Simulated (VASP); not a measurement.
Computed with PBE GGA, VASP's PBE PAW potentials (set 64) (plane waves; VASP 6.6.1).

Input for VASP

### KPOINTS
```
kpoints
0
G
  8 8 8
```

### INCAR
```
SYSTEM  =  KF
PREC  =  Accurate; ENCUT  =  600; LREAL  =  .FALSE.
LASPH  =  .TRUE.
EDIFF  =  1E-7; NELM  =  100; ALGO  =  Normal
ISMEAR  =  0; SIGMA  =  0.05
GGA  =  PE
IBRION  =  2; NSW  =  30; ISIF  =  2
EDIFFG  =  -0.01
LWAVE  =  .FALSE.; LCHARG  =  .FALSE.
```

POSCAR:
```
KF
1
    0.0000000000     2.7645128244     2.7645128244
    2.7645128244     0.0000000000     2.7645128244
    2.7645128244     2.7645128244     0.0000000000
K F
1 1
Direct
  0.0000000000   0.0000000000   0.0000000000
  0.5000000000   0.5000000000   0.5000000000
```

POTCAR, in this order: K_sv F (PBE.64 set). Program: vasp_std.

The run wrote:

### OUTCAR
```
 ion  position               nearest neighbor table
   1  0.000  0.000  0.000-   2 2.76   2 2.76   2 2.76   2 2.76   2 2.76   2 2.76
   2  0.500  0.500  0.500-   1 2.76   1 2.76   1 2.76   1 2.76   1 2.76   1 2.76
  LATTYP: Found a face centered cubic cell.
 ALAT       =     5.5290256488
 Subroutine PRICEL returns:
 Original cell was already a primitive cell.
 Subroutine GETGRP returns: Found 48 space group operations
The static configuration has the point symmetry O_h .
The dynamic configuration has the point symmetry O_h .
 Subroutine INISYM returns: Found 48 space group operations
 Subroutine IBZKPT returns following result:
 Found     29 irreducible k-points:

 Following reciprocal coordinates:
            Coordinates               Weight
  0.000000  0.000000  0.000000      1.000000
  0.125000  0.000000  0.000000      8.000000
  0.250000  0.000000  0.000000      8.000000
  0.375000  0.000000  0.000000      8.000000
  0.500000  0.000000  0.000000      4.000000
  0.125000  0.125000  0.000000      6.000000
  0.250000  0.125000  0.000000     24.000000
  0.375000  0.125000  0.000000     24.000000
  0.500000  0.125000  0.000000     24.000000
 -0.375000  0.125000  0.000000     24.000000
 -0.250000  0.125000  0.000000     24.000000
 -0.125000  0.125000  0.000000     12.000000
  0.250000  0.250000  0.000000      6.000000
  0.375000  0.250000  0.000000     24.000000
  0.500000  0.250000  0.000000     24.000000
 -0.375000  0.250000  0.000000     24.000000
 -0.250000  0.250000  0.000000     12.000000
  0.375000  0.375000  0.000000      6.000000
  0.500000  0.375000  0.000000     24.000000
 -0.375000  0.375000  0.000000     12.000000
  0.500000  0.500000  0.000000      3.000000
  0.375000  0.250000  0.125000     24.000000
  0.500000  0.250000  0.125000     48.000000
 -0.375000  0.250000  0.125000     24.000000
...
```

OSZICAR:
```
       N       E                     dE             d eps       ncg     rms          rms(c)
DAV:   1     0.124970015471E+03    0.12497E+03   -0.90398E+03   696   0.143E+03
DAV:   2    -0.346323860385E+01   -0.12843E+03   -0.11726E+03   848   0.341E+02
DAV:   3    -0.940418621845E+01   -0.59409E+01   -0.59111E+01   888   0.706E+01
DAV:   4    -0.959006920661E+01   -0.18588E+00   -0.18568E+00  1068   0.105E+01
DAV:   5    -0.959153418408E+01   -0.14650E-02   -0.14648E-02   884   0.103E+00    0.622E+00
DAV:   6    -0.832701480963E+01    0.12645E+01   -0.44871E+00   772   0.174E+01    0.339E+00
DAV:   7    -0.829485785048E+01    0.32157E-01   -0.12761E-01   920   0.314E+00    0.200E+00
DAV:   8    -0.828910148547E+01    0.57564E-02   -0.61261E-02   776   0.287E+00    0.212E-01
DAV:   9    -0.829110045066E+01   -0.19990E-02   -0.61057E-03   968   0.647E-01    0.121E-01
DAV:  10    -0.829169695837E+01   -0.59651E-03   -0.92165E-04   768   0.294E-01    0.633E-02
DAV:  11    -0.829184837313E+01   -0.15141E-03   -0.38133E-04   752   0.155E-01    0.226E-02
DAV:  12    -0.829183791794E+01    0.10455E-04   -0.78379E-05   904   0.714E-02    0.764E-03
DAV:  13    -0.829183754070E+01    0.37724E-06   -0.65326E-06   760   0.243E-02    0.231E-03
DAV:  14    -0.829183761587E+01   -0.75177E-07   -0.37442E-07   856   0.601E-03
   1 F= -.82918376E+01 E0= -.82918376E+01  d E =-.829184E+01
```

### OUTCAR
```
------------------------ aborting loop because EDIFF is reached ----------------------------------------
  FORCE on cell =-STRESS in cart. coord.  units (eV):
  Direction    XX          YY          ZZ          XY          YZ          ZX
  --------------------------------------------------------------------------------------
  Total       -0.4075362     -0.4075362     -0.4075362      0.0000000      0.0000000      0.0000000
  in kB      -15.4522211    -15.4522211    -15.4522211      0.0000000      0.0000000      0.0000000
  external PRESSURE =     -15.4522211 kB  Pullay stress =       0.0000000 kB
  volume of cell :       42.26
      direct lattice vectors                 reciprocal lattice vectors
     0.000000000  2.764512824  2.764512824    -0.180863693  0.180863693  0.180863693
     2.764512824  0.000000000  2.764512824     0.180863693 -0.180863693  0.180863693
     2.764512824  2.764512824  0.000000000     0.180863693  0.180863693 -0.180863693
  FREE ENERGIE OF THE ION-ELECTRON SYSTEM (eV)
  ---------------------------------------------------
  free  energy   TOTEN  =        -8.2918376159 eV

  energy  without entropy=       -8.2918376159  energy(sigma->0) =       -8.29183762

 reached required accuracy - stopping structural energy minimisation
```
(Selected blocks of OUTCAR.)

The compound is KF in the rock salt structure. This cell was strained or had an atom moved on purpose.
